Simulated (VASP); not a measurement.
Computed with PBE GGA with D3 dispersion (Becke-Johnson damping), VASP's PBE PAW potentials (set 64) (plane waves; VASP).

A VASP calculation is set up with these files.

**POSCAR**
```
ZnO
1
    3.2663638209     0.0000000000     0.0000000000
   -1.6331819104     2.8287537699     0.0000000000
    0.0000000000     0.0000000000     5.2587518381
Zn O
2 2
Direct
  0.3333330000   0.6666670000   0.4994519553
  0.6666670000   0.3333330000   0.9994519553
  0.6666670000   0.3333330000   0.3795580447
  0.3333330000   0.6666670000   0.8795580447
```

### INCAR
```
# general
SYSTEM  = ZnO
PREC    = Accurate
ENCUT   = 650
LREAL   = F   # projection in real space or not
LASPH   = T

# electronic loop
EDIFF   = 1E-7   # SCF stop (eV)
NELM    = 100
ALGO    = Normal   # blocked Davidson
LMAXMIX = 4   # l cut-off of mixed one-centre charges

# smearing
ISMEAR  = 0
SIGMA   = 0.05

# functional
GGA     = PE   # PBE
IVDW    = 12

# ions
IBRION  = 6   # finite differences
NSW     = 1   # most ionic steps
ISIF    = 3   # ions, shape and volume
POTIM   = 0.015   # step
NFREE   = 2

# output
LWAVE   = F
LCHARG  = F
```

### KPOINTS
```
K-points
0
gamma
7 7 4
```

POTCAR, in this order: Zn O (PBE.64 set). Program: vasp_std.

The run wrote:

### OUTCAR
```
 ion  position               nearest neighbor table
   1  0.333  0.667  0.499-   3 1.99   3 1.99   3 1.99   4 2.00
   2  0.667  0.333  0.999-   4 1.99   4 1.99   4 1.99   3 2.00
   3  0.667  0.333  0.380-   1 1.99   1 1.99   1 1.99   2 2.00
   4  0.333  0.667  0.880-   2 1.99   2 1.99   2 1.99   1 2.00
  LATTYP: Found a hexagonal cell.
 ALAT       =     3.2663638209
 C/A-ratio  =     1.6099712483
 Subroutine PRICEL returns:
 Original cell was already a primitive cell.
 Subroutine GETGRP returns: Found 12 space group operations
The static configuration has the point symmetry C_3v.
 The point group associated with its full space group is C_6v.
The dynamic configuration has the point symmetry C_3v.
 Subroutine INISYM returns: Found 12 space group operations
 Subroutine IBZKPT returns following result:
 Found     24 irreducible k-points:

 Following reciprocal coordinates:
            Coordinates               Weight
  0.000000  0.000000  0.000000      1.000000
  0.142857  0.000000  0.000000      6.000000
  0.285714  0.000000  0.000000      6.000000
  0.428571  0.000000  0.000000      6.000000
  0.142857  0.142857  0.000000      6.000000
...
```

File OUTCAR:
```


   1 f  =   15.664392 THz    98.422277 2PiTHz  522.507872 cm-1    64.782691 meV

   2 f  =   12.499341 THz    78.535678 2PiTHz  416.933151 cm-1    51.693099 meV

   3 f  =   12.499340 THz    78.535671 2PiTHz  416.933110 cm-1    51.693094 meV

   4 f  =   11.555869 THz    72.607666 2PiTHz  385.462299 cm-1    47.791213 meV

   5 f  =   11.555868 THz    72.607659 2PiTHz  385.462261 cm-1    47.791208 meV

   6 f  =   10.822336 THz    67.998742 2PiTHz  360.994271 cm-1    44.757565 meV

   7 f  =    7.500973 THz    47.130001 2PiTHz  250.205513 cm-1    31.021516 meV

   8 f  =    2.647181 THz    16.632732 2PiTHz   88.300469 cm-1    10.947858 meV

   9 f  =    2.647181 THz    16.632730 2PiTHz   88.300461 cm-1    10.947857 meV

  10 f/i=    0.005485 THz     0.034465 2PiTHz    0.182967 cm-1     0.022685 meV

  11 f/i=    0.005485 THz     0.034465 2PiTHz    0.182967 cm-1     0.022685 meV

  12 f/i=    0.013014 THz     0.081770 2PiTHz    0.434102 cm-1     0.053822 meV

 ELASTIC MODULI CONTR FROM IONIC RELAXATION (kBar)
 Direction    XX          YY          ZZ          XY          YZ          ZX
 --------------------------------------------------------------------------------
 XX        -676.6459    283.1801    387.5098     -0.0000      0.0000     -0.0000
 YY         283.1801   -676.6456    387.5097     -0.0000     -0.0000      0.0000
 ZZ         387.5098    387.5097   -763.2879      0.0000      0.0000     -0.0000
 XY          -0.0000     -0.0000      0.0000   -479.9129      0.0000      0.0000
 YZ           0.0000      0.0000      0.0000      0.0000   -169.2562     -0.0000
 ZX          -0.0000      0.0000     -0.0000      0.0000     -0.0000   -169.2552
 --------------------------------------------------------------------------------

 TOTAL ELASTIC MODULI (kBar)
 Direction    XX          YY          ZZ          XY          YZ          ZX
 --------------------------------------------------------------------------------
 XX        1921.8381   1160.1143   1008.5638      0.0000      0.0000     -0.0000
 YY        1160.1143   1921.8374   1008.5636      0.0000     -0.0000      0.0000
 ZZ        1008.5638   1008.5636   2027.3519      0.0000      0.0000     -0.0000
 XY           0.0000      0.0000      0.0000    380.8617      0.0000      0.0000
 YZ           0.0000      0.0000      0.0000      0.0000    355.5861      0.0000
 ZX          -0.0000      0.0000     -0.0000      0.0000      0.0000    355.5869
 --------------------------------------------------------------------------------
```
(Selected blocks of OUTCAR.)

The structure comes from a measured ZnO entry (P6_3mc) of the Crystallography Open Database, whose conditions weren't checked. It was relaxed first.
